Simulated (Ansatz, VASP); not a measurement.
# Cross-check of InP between VASP and Ansatz

Wanted: the spread between two codes on one cell, functional and k mesh. The cell is taken from a series of runs on this material, whose earlier steps may have relaxed, scaled, displaced or heated it; both programs get it as it stands.

Program: Ansatz 0.2.0. Level of theory: plane waves, with VASP 6.6.1 beside it; single point at HSE06. Results are calculated unless marked as measured.

### 1. Starting point

Symmetry: F-43m, No. 216, cubic system. The conventional cell has a = 5.994 Å, b = 5.994 Å, c = 5.994 Å, α = 90.00°, β = 90.00°, γ = 90.00°. In has 4 P at 2.60 Å nearest. P has 4 In at 2.60 Å nearest. Farther neighbours are not listed.

As a file:

```cif
data_structure
_symmetry_space_group_name_H-M 'P 1'
_symmetry_Int_Tables_number 1
_cell_length_a 4.2384
_cell_length_b 4.2384
_cell_length_c 4.2384
_cell_angle_alpha 60.000
_cell_angle_beta 60.000
_cell_angle_gamma 60.000
_cell_volume 53.84
loop_
_atom_site_label
_atom_site_type_symbol
_atom_site_fract_x
_atom_site_fract_y
_atom_site_fract_z
_atom_site_occupancy
In1 In 0.00000 0.00000 0.00000 1
P2 P 0.75000 0.75000 0.75000 1
```

### 2. VASP: single point, HSE06

With cell and atoms fixed, the geometry can't cause a difference; cores, projectors, grids and the points listed under the comparison can.

Lines of VASP's logs that name or quote its potential files are left out, and so is its time.

The run reads the wave functions of an earlier VASP run, which isn't shown here.

INCAR

```
SYSTEM = InP
PREC = Accurate
ENCUT = 400
EDIFF = 1E-06
NELM = 100
ISMEAR = -1
SIGMA = 0.02
LREAL = .FALSE.
ALGO = Normal
LHFCALC = .TRUE.
AEXX = 0.25
GGA = PE
HFSCREEN = 0.208
LASPH = .TRUE.
NBANDS = 15
PRECFOCK = Fast
LORBIT = 11
LWAVE = .FALSE.
LCHARG = .FALSE.
KPAR = 8
ISIF = 2
```

POSCAR

```
InP
1.0
    0.0000000000      2.9969738253      2.9969738253
    2.9969738253      0.0000000000      2.9969738253
    2.9969738253      2.9969738253      0.0000000000
In P
1 1
Direct
    0.0000000000      0.0000000000      0.0000000000
    0.7500000000      0.7500000000      0.7500000000
```

KPOINTS

```
Automatic mesh
0
Gamma
6 6 6
0 0 0
```

Potentials, in the order of the species: In_d and P (PBE family, release 64).

On the command line:

```sh
$ mpirun -np 8 vasp_std
```

Numbers of over 12 decimals in the logs are rounded to 6 here.

Output:

```text
[banner, memory and clock lines left out]
running    8 mpi-ranks, on    1 nodes
 distrk:  each k-point on    1 cores,    8 groups
 distr:  one band on    1 cores,    1 groups

 POSCAR found type information on POSCAR InP
 POSCAR found :  2 types and       2 ions
|                                                                             |
|           W    W    AA    RRRRR   N    N  II  N    N   GGGG   !!!           |
|           W    W   A  A   R    R  NN   N  II  NN   N  G    G  !!!           |
|           W    W  A    A  R    R  N N  N  II  N N  N  G       !!!           |
|           W WW W  AAAAAA  RRRRR   N  N N  II  N  N N  G  GGG   !            |
|           WW  WW  A    A  R   R   N   NN  II  N   NN  G    G                |
|           W    W  A    A  R    R  N    N  II  N    N   GGGG   !!!           |
|                                                                             |
|     For optimal performance we recommend to set                             |
|       NCORE = 2 up to number-of-cores-per-socket                            |
|     NCORE specifies how many cores store one orbital (NPAR=cpu/NCORE).      |
|     This setting can greatly improve the performance of VASP for DFT.       |
|     The default, NCORE=1 might be grossly inefficient on modern             |
|     multi-core architectures or massively parallel machines. Do your        |
|     Unfortunately you need to use the default for GW and RPA                |
|     calculations (for HF NCORE is supported but not extensively tested      |
|     yet).                                                                   |
|                                                                             |

 LDA part: xc-table for (Slater+PW92), standard interpolation
 found WAVECAR, reading the header
 POSCAR, INCAR and KPOINTS ok, starting setup
 FFT: planning ... GRIDC
 FFT: planning ... GRID_SOFT
 FFT: planning ... GRID
 reading WAVECAR
 the WAVECAR file was read successfully
 initial charge from wavefunction
 entering main loop
       N       E                     dE             d eps       ncg     rms          rms(c)
DAV:   1    -0.995567328533E+01   -0.99557E+01   -0.36781E-01   625   0.803E+00    0.331E+00
DAV:   2    -0.996226363157E+01   -0.65903E-02   -0.36188E-02   643   0.157E+00    0.356E+00
DAV:   3    -0.996180599334E+01    0.45764E-03   -0.13683E-03   673   0.528E-01    0.236E+00
DAV:   4    -0.996160346196E+01    0.20253E-03   -0.21150E-04   751   0.185E-01    0.150E+00
DAV:   5    -0.996154813355E+01    0.55328E-04   -0.46219E-05   635   0.773E-02    0.910E-01
DAV:   6    -0.996153135369E+01    0.16780E-04   -0.11786E-05   643   0.388E-02    0.551E-01
DAV:   7    -0.996152596807E+01    0.53856E-05   -0.25532E-06   564   0.193E-02    0.333E-01
DAV:   8    -0.996152423861E+01    0.17295E-05   -0.84440E-07   387   0.100E-02    0.200E-01
DAV:   9    -0.996152392626E+01    0.31235E-06   -0.53227E-07   345   0.704E-03
   1 F= -.99615239E+01 E0= -.99615239E+01  d E =-.617368E-11
```

OUTCAR, selected parts (step 2):

```text
ion  position               nearest neighbor table
   1  0.000  0.000  0.000-   2 2.60   2 2.60   2 2.60   2 2.60
   2  0.750  0.750  0.750-   1 2.60   1 2.60   1 2.60   1 2.60

  LATTYP: Found a face centered cubic cell.
 ALAT       =     5.9939476506

 Subroutine GETGRP returns: Found 24 space group operations
 (whereof 24 operations were pure point group operations)

The static configuration has the point symmetry T_d .

 Found     16 irreducible k-points:

   k-points           NKPTS =     16   k-points in BZ     NKDIM =    216   number of bands    NBANDS=     15

   dimension x,y,z NGX =    28 NGY =   28 NGZ =   28
   dimension x,y,z NGXF=    56 NGYF=   56 NGZF=   56

   ENCUT  =  400.0 eV  29.40 Ry    5.42 a.u.   6.91  6.91  6.91*2*pi/ulx,y,z

   NELECT =      18.0000    total number of electrons

 k-points in reciprocal lattice and weights: Automatic mesh
   0.00000000  0.00000000  0.00000000       0.005
   0.16666667  0.00000000  0.00000000       0.037
   0.33333333  0.00000000  0.00000000       0.037
   0.50000000  0.00000000  0.00000000       0.019
   0.16666667  0.16666667  0.00000000       0.028
   0.33333333  0.16666667  0.00000000       0.111
   0.50000000  0.16666667  0.00000000       0.111
  -0.33333333  0.16666667  0.00000000       0.111
  -0.16666667  0.16666667  0.00000000       0.056
[...]
-0.33333333  0.33333333  0.16666667       0.111
  -0.33333333  0.50000000  0.16666667       0.056

  exchange ACFDT corr.  =         0.00000000  see jH, gK, PRB 81, 115126

 average (electrostatic) potential at core
       1 -90.1102       2 -79.8867

 E-fermi :   4.4983

 k-point     1 :       0.0000    0.0000    0.0000
  band No.  band energies     occupation
    ...
      5     -11.5896      2.00000
      6      -8.2066      2.00000
      7       4.0698      2.00000
      8       4.0698      2.00000
      9       4.0698      2.00000
     10       5.1538      0.00000
     11       8.9670      0.00000
     12       8.9670      0.00000
     13       8.9670      0.00000
     14      13.3033      0.00000
    ...

 k-point     2 :       0.1667    0.0000    0.0000
  band No.  band energies     occupation
    ...
      5     -11.5893      2.00000
      6      -7.9008      2.00000
      7       1.8386      2.00000
      8       3.7764      2.00000
      9       3.7764      2.00000
     10       6.3598      0.00000
     11       9.2795      0.00000
     12       9.4051      0.00000
     13       9.4051      0.00000
     14      13.5678      0.00000
    ...

 k-point     3 :       0.3333    0.0000    0.0000
  band No.  band energies     occupation
    ...
      5     -11.5846      2.00000
      6      -7.1191      2.00000
      7      -0.6397      2.00000
      8       3.3065      2.00000
      9       3.3065      2.00000
     10       6.2913      0.00000
     11       9.7537      0.00000
     12       9.7537      0.00000
     13      11.0722      0.00000
     14      13.7092      0.00000
    ...

  Total       -1.0285663     -1.0285663     -1.0285663      0.0000000      0.0000000     -0.0000000
  in kB      -30.6100505    -30.6100505    -30.6100505      0.0000000      0.0000000     -0.0000000
  external PRESSURE =     -30.6100505 kB  Pullay stress =       0.0000000 kB

  energy-cutoff  :      400.00
  volume of cell :       53.84
      direct lattice vectors                 reciprocal lattice vectors
     0.000000000  2.996973825  2.996973825    -0.166834957  0.166834957  0.166834957
     2.996973825  0.000000000  2.996973825     0.166834957 -0.166834957  0.166834957
     2.996973825  2.996973825  0.000000000     0.166834957  0.166834957 -0.166834957

 POSITION                                       TOTAL-FORCE (eV/Angst)
 -----------------------------------------------------------------------------------
      0.00000      0.00000      0.00000        -0.000000     -0.000000     -0.000000
      4.49546      4.49546      4.49546         0.000000      0.000000      0.000000
 -----------------------------------------------------------------------------------
    total drift:                               -0.000048     -0.000046     -0.000033

  FREE ENERGIE OF THE ION-ELECTRON SYSTEM (eV)
  ---------------------------------------------------
  free  energy   TOTEN  =        -9.9615239263 eV

  energy  without entropy=       -9.9615239263  energy(sigma->0) =       -9.96152393

 total charge
# of ion       s       p       d       tot
------------------------------------------
    1        0.833   0.718   9.906  11.457
    2        1.025   1.479   0.000   2.504
--------------------------------------------------
tot          1.858   2.196   9.906  13.960

[... 3 further parts left out ...]
```

The gap is read on the k-mesh alone, so it is an upper bound where the band edges lie off the mesh. The PAW data sets were made with PBE, which is usual practice but a small mismatch for other functionals.

[end of part 1 of 2]

[Lines on the potential files, build, host, timing and source positions are cut from VASP's logs without a mark.]

[Logs are printed without paths, hosts, clocks, repeated set-up lines and the standing remarks that a program may print on its own settings, such as how far it seeks lower states.]

[Hosts, paths, dates, database ids (printed as entryN), source tags and the programs' standing remarks are cut or masked in the printed files.]
